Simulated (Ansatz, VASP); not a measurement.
# Ti3Al: VASP beside Ansatz

Aim: how closely do two programs agree when they are given the same cell, functional and k mesh? The cell is taken from a series of runs on this material, whose earlier steps may have relaxed, scaled, displaced or heated it; both programs get it as it stands.

Calculated with Ansatz 0.2.0; plane waves, with VASP 6.6.1 beside it; relaxation of cell and atoms at r2SCAN with rVV10.

## 1. The structure

The structure is hexagonal, space group P6_3/mmc (No. 194). The conventional cell has a = 5.748 Å, b = 5.748 Å, c = 4.631 Å, α = 90.00°, β = 90.00°, γ = 120.00°. Ti has 8 Ti at 2.81 to 2.93 Å and 4 Al at 2.83 to 2.87 Å nearest. Al has 12 Ti at 2.83 to 2.87 Å nearest. Farther neighbours are not listed.

Structure file:

```cif
data_structure
_symmetry_space_group_name_H-M 'P 1'
_symmetry_Int_Tables_number 1
_cell_length_a 5.7477
_cell_length_b 5.7477
_cell_length_c 4.6305
_cell_angle_alpha 90.000
_cell_angle_beta 90.000
_cell_angle_gamma 120.000
_cell_volume 132.48
loop_
_atom_site_label
_atom_site_type_symbol
_atom_site_fract_x
_atom_site_fract_y
_atom_site_fract_z
_atom_site_occupancy
Ti1 Ti 0.82990 0.65981 0.25000 1
Ti2 Ti 0.17010 0.82990 0.75000 1
Ti3 Ti 0.65981 0.82990 0.75000 1
Ti4 Ti 0.34019 0.17010 0.25000 1
Ti5 Ti 0.82990 0.17010 0.25000 1
Ti6 Ti 0.17010 0.34019 0.75000 1
Al7 Al 0.33333 0.66667 0.25000 1
Al8 Al 0.66667 0.33333 0.75000 1
```

## 2. Ansatz: relaxation of cell and atoms, r2SCAN with rVV10

Ansatz runs on its default PAW (the set named soft_2) files.

The relaxed volume is the usual yardstick between codes: in a stiff, nearly cubic crystal its relative difference is about their pressure difference at one cell divided by the bulk modulus.

The input, input.yaml:

```yaml
crystal:
  lattice:
    - [5.7476979064, 0.0, 0.0]
    - [-2.8738489532, 4.9776524002, 0.0]
    - [0.0, 0.0, 4.63054727]
  atoms:
    - { symbol: Ti, position: [0.82990317, 0.65980634, 0.25] }
    - { symbol: Ti, position: [0.17009683, 0.82990317, 0.75] }
    - { symbol: Ti, position: [0.65980634, 0.82990317, 0.75] }
    - { symbol: Ti, position: [0.34019366, 0.17009683, 0.25] }
    - { symbol: Ti, position: [0.82990317, 0.17009683, 0.25] }
    - { symbol: Ti, position: [0.17009683, 0.34019366, 0.75] }
    - { symbol: Al, position: [0.33333333, 0.66666667, 0.25] }
    - { symbol: Al, position: [0.66666667, 0.33333333, 0.75] }
kpoints:
  mp_grid: { grid: [6, 6, 6] }
hamiltonian:
  xc: r2scan
  dispersion: rvv10
scf:
  occupations: { method: gaussian, width: 0.1 }
output:
  forces: true
  stress: true
  eigenvalues: true
relax:
  adjacent_minimum: "off"
  f_tol: 0.005
  max_steps: 60
  cell: { stress_tol: 0.03 }
```

The run is started by

```
> ansatz run input.yaml --threads 4 --pin off --max-ram 16384MiB --backend cpu --events-out ev --progress --plain --runs-dir out
```

Numbers of over 12 decimals in the logs are rounded to 6 here.

The log of the run:

```text
Engine: ansatz 0.2.0, x86_64-unknown-linux-gnu
Pseudopotentials: kind: paw
Pseudopotential: Ti, paw, valence charge 12, recommended cutoff 500 eV (meta_gga), Ti.paw.azcp
Pseudopotential: Al, paw, valence charge 3, recommended cutoff 500 eV (meta_gga), Al.paw.azcp
Functional definition: r2SCAN+rVV10
  parameter k0 = 0.174
  parameter k1 = 0.065
  parameter a1 = 4.9479
  exchange = r2scan_x(k0 = k0, k1 = k1, a1 = a1)
  correlation = r2scan_c + rvv10(11.95, 0.0093)
Crystal: 8 atoms, lattice volume = 132.480 Å³
Basis set: ecut = 500 eV, 3389 PW (Γ), exchange–correlation on 192×192×160 points (64 copies of the dense FFT grid, shifted against one another)
Bands: 47, of which v1, the nominal top of the filled ones, is band 39 counted from 1 (38 counted from 0)
Symmetry: 24 space group operations
Space group: P63/mmc (ITA 194), of the structure as read, at distance tolerance 5.1e-5 Å
k-points: 28 of 216
Non-local potential: Ti, projectors of the file, l = 0: 3, l = 1: 2, l = 2: 3, l = 3: 1
Non-local potential: Al, projectors of the file, l = 0: 2, l = 1: 2, l = 2: 1
PAW form: soft (Blöchl's): semilocal exchange-correlation on the pseudo side does not see the compensation charge
rVV10 density: all electrons in the spheres
PAW frozen core: Ti, regenerated for the run's functional (the file was generated under x = pbe(κ = 0.804, μ = 0.219515), c = pbe(β = 0.066725))
PAW frozen core: Al, regenerated for the run's functional (the file was generated under x = pbe(κ = 0.804, μ = 0.219515), c = pbe(β = 0.066725))
PAW one-centre angular grid: Ti, 590 points (default); XC on 160 Gauss nodes
PAW one-centre angular grid: Al, 302 points (default); XC on 160 Gauss nodes
Initial density: superposition of atomic densities (neutral atoms: chi_scale 0, normalization atom), corrected by the library's trained network
Initial wavefunctions: pseudopotential atomic-orbital guess
Functional: x = r2scan, c = r2scan + rvv10(b = 11.95, C = 0.0093); τ floored in thin density (d = 2e-4 eV/Å³)
SCF iter   1: F=—  HF=-16104.181025 eV  |F-HF|=—  |Δ(HF+E_count)|=         —  Δρ=1.64e-2  dr2=3.37e-1  dr2_τ=6.74e-2  ethr=1.77e-3  ⟨swp⟩=7.0  Hψ=5430  notcnv=0
preconditioner: auto → Kerker (q_TF=auto, 2.498 Å⁻¹)  [metal: Δε(μ)=0.023 eV  Ē_g=3.313 eV  σ=0.100 eV  W_gap=0.13  n_scr=26 (ndim 8)  ℏωp=17.7 eV  f_vac=0.000  D(μ)=4.91/eV (n_scr^D=44)]
SCF iter   2: F=—  HF=-16104.308711 eV  |F-HF|=—  |Δ(HF+E_count)|=   1.28e-1  Δρ=5.42e-3  dr2=3.19e-2  dr2_τ=3.43e-3  ethr=4.32e-4  ⟨swp⟩=2.5  Hψ=2646  notcnv=0  defer=59
SCF iter   3: F=—  HF=-16104.310247 eV  |F-HF|=—  |Δ(HF+E_count)|=   1.54e-3  Δρ=2.42e-3  dr2=5.21e-3  dr2_τ=4.22e-4  ethr=4.09e-5  ⟨swp⟩=2.0  Hψ=1602  notcnv=0  defer=59
SCF iter   4: F=—  HF=-16104.312968 eV  |F-HF|=—  |Δ(HF+E_count)|=   2.72e-3  Δρ=4.55e-4  dr2=2.50e-4  dr2_τ=7.24e-6  ethr=6.67e-6  ⟨swp⟩=2.5  Hψ=1963  notcnv=0  defer=59
SCF iter   5: F=—  HF=-16104.313021 eV  |F-HF|=—  |Δ(HF+E_count)|=   5.27e-5  Δρ=7.82e-5  dr2=4.84e-6  dr2_τ=4.24e-7  ethr=3.20e-7  ⟨swp⟩=2.0  Hψ=1682  notcnv=0  defer=59
SCF iter   6: F=—  HF=-16104.312987 eV  |F-HF|=—  |Δ(HF+E_count)|=   3.37e-5  Δρ=1.72e-5  dr2=3.47e-7  dr2_τ=1.70e-8  ethr=6.21e-9  ⟨swp⟩=3.0  Hψ=2316  notcnv=0  defer=59
SCF iter   7: F=-16104.312987 eV  HF=-16104.312987 eV  |F-HF|=1.31e-8  |Δ(HF+E_count)|=   1.26e-7  Δρ=4.88e-6  dr2=4.13e-8  dr2_τ=1.44e-9  ethr=1.28e-10  ⟨swp⟩=11.9  Hψ=5216  notcnv=0
SCF 1 converged in 7 iterations: F = -16104.312987 eV  dr2 = 4.13e-8
  greatest PAW one-centre occupation: 1.000 electrons in one spin orbital (limit 2), on the Ti atom at site 5 (counted from 0), in its partial waves of l = 1
relax step   1: F+E_penalty+E_count = -16104.31298745 eV  Δ(F+E_penalty+E_count) = +0.000e0 eV  max|allowed force component| = 2.826e-3 eV/Å  Δτ_max = 0.0000 Å  P = -0.834 GPa  Ω = 132.480 Å³  (7 SCF iters, dr2 threshold 1.00e-7 eV, accepted)
[...]
relax step   3: F+E_penalty+E_count = -16104.31574046 eV  Δ(F+E_penalty+E_count) = -2.753e-3 eV  max|allowed force component| = 4.079e-3 eV/Å  Δτ_max = 0.0001 Å  P = -0.012 GPa  Ω = 131.593 Å³  energy of the carried Pulay correction = +4.015e-4 eV  (10 SCF iters, accepted)
[...]
relax step   4: F+E_penalty+E_count = -16104.31536056 eV  Δ(F+E_penalty+E_count) = +3.799e-4 eV  max|allowed force component| = 4.077e-3 eV/Å  Δτ_max = 0.0000 Å  P = -0.014 GPa  Ω = 131.593 Å³  stress off target by 2.26e-2 GPa  SCF on the basis re-selected at this cell (its energy is not comparable with the rows above)  (5 SCF iters)
basis re-selected at this cell: Δ(F+E_penalty+E_count) = +3.799e-4 eV, ΔP = -0.003 GPa vs the last step (what re-selecting the basis moved, of the pressure what is left beyond the Pulay correction that the steps carried, after the strain that the cell walked since its last selection, with what the two solves' SCF thresholds leave and, on support functions, any second-order correction that the steps lacked; it is no m [...]
SCF converged after 5 iterations
Free energy (F): -16104.315361 eV
Harris-Foulkes:  -16104.315361 eV  (|F-HF|=1.09e-11)
Internal energy: -16104.289901 eV  (E = F + TS)
E sigma→0 (E₀):  -16104.302631 eV
Entropy (-TS):   -0.025459 eV (-3.182 meV/atom)
Fermi energy:    12.306169 eV
--- Per-component energies (eV) ---
  E_band       = -1037.806240
  E_kinetic    = 1685.815952
  E_local      = -5543.575147  (includes V_loc(G=0)·N_el)
  E_nonlocal   = 64.804967
  E_hartree    = 2323.829741
  E_xc         = -627.826066
  E_vxc        = -860.404698  (∫ρ·V_xc dr)
  E_paw        = -7287.930332  (= ΣΔE_a)
  E_vpaw       = -1089.231326  (= ΣTr[D̂ρ^β])
  E_aug_tail   = 0.000265  (compensation charges beyond the density's cutoff)
  E_vtau       = 57.124411  (kinetic-family band-sum trace: ∫τ·v_τ [+ j·A + Jᵃ·Aᵃ] dr)
  E_ewald      = -6717.768320
  E_core_change = -1.640959  (= ΣΔE_core)
  E_smearing   = -0.025459  (= −TS)
  E_closure    = -0.000000  (closes the sum)
  Σ components = -16104.315361   (vs F -16104.315361, Δ=0.00e0)
--- Forces (eV/Å), atoms counted from 1 ---
  atom   1  Ti     0.00000000    -0.00407671    -0.00000000
  atom   2  Ti     0.00353054    -0.00203836     0.00000000
  atom   3  Ti    -0.00353054    -0.00203836    -0.00000000
  atom   4  Ti     0.00353054     0.00203836     0.00000000
  atom   5  Ti    -0.00353054     0.00203836    -0.00000000
  atom   6  Ti    -0.00000000     0.00407671     0.00000000
  atom   7  Al    -0.00000000     0.00000000     0.00000000
  atom   8  Al     0.00000000    -0.00000000    -0.00000000
  max |Σ_I F_I| component: 3.04e-18 eV/Å
--- Stress (GPa, compression-positive) ---
       -0.022561      -0.000000       0.000000
       -0.000000      -0.022561       0.000000
        0.000000       0.000000       0.001960
  P = ⅓ Tr σ = -0.0144 GPa (-0.144 kbar)
--- Band table (eV; the first three rows and the last of 28) ---
  k-point 0: bands = [... 35 lower, 11.3802, 11.3802, 11.8449, 11.9010, 12.2362, 13.1916, 13.1916, 13.2314, ... 4 higher]
  k-point 1: bands = [... 35 lower, 11.3100, 11.3100, 11.8415, 11.9865, 12.5863, 13.2565, 13.2565, 13.2808, ... 4 higher]
  k-point 2: bands = [... 35 lower, 11.4128, 11.4128, 11.9038, 12.1007, 12.7840, 12.9659, 12.9659, 13.2170, ... 4 higher]
  k-point 27: bands = [... 35 lower, 11.9351, 12.0090, 12.0090, 12.2477, 12.2477, 12.9683, 12.9683, 13.3262, ... 4 higher]
--- Relaxed structure (3 steps of the walk, 2 accepted, 1 SCFs on fresh bases) ---
  F+E_penalty+E_count = -16104.31536056 eV   max|allowed force component| = 4.077e-3 eV/Å   (the final SCF, on the basis selected at the relaxed cell)
  cell:  # Å, volume = 131.5928 Å³
    - [5.734655, 0, 4.726318555499064e-19]
    - [-2.867327, 4.966357, -2.3631592777495325e-19]
    - [3.8076881980859795e-19, 0, 4.620477]
  atoms:
    - { symbol: Ti, position: [0.829912, 0.659824, 0.250000] }
    - { symbol: Ti, position: [0.170088, 0.829912, 0.750000] }
    - { symbol: Ti, position: [0.659824, 0.829912, 0.750000] }
    - { symbol: Ti, position: [0.340176, 0.170088, 0.250000] }
    - { symbol: Ti, position: [0.829912, 0.170088, 0.250000] }
    - { symbol: Ti, position: [0.170088, 0.340176, 0.750000] }
    - { symbol: Al, position: [0.333333, 0.666667, 0.250000] }
    - { symbol: Al, position: [0.666667, 0.333333, 0.750000] }
```

(Continued in part 2 of 2.)

[Lines on the potential files, build, host, timing and source positions are cut from VASP's logs without a mark.]

[Logs are printed without paths, hosts, clocks, repeated set-up lines and the standing remarks that a program may print on its own settings, such as how far it seeks lower states.]

[Hosts, paths, dates, database ids (printed as entryN), source tags and the programs' standing remarks are cut or masked in the printed files.]
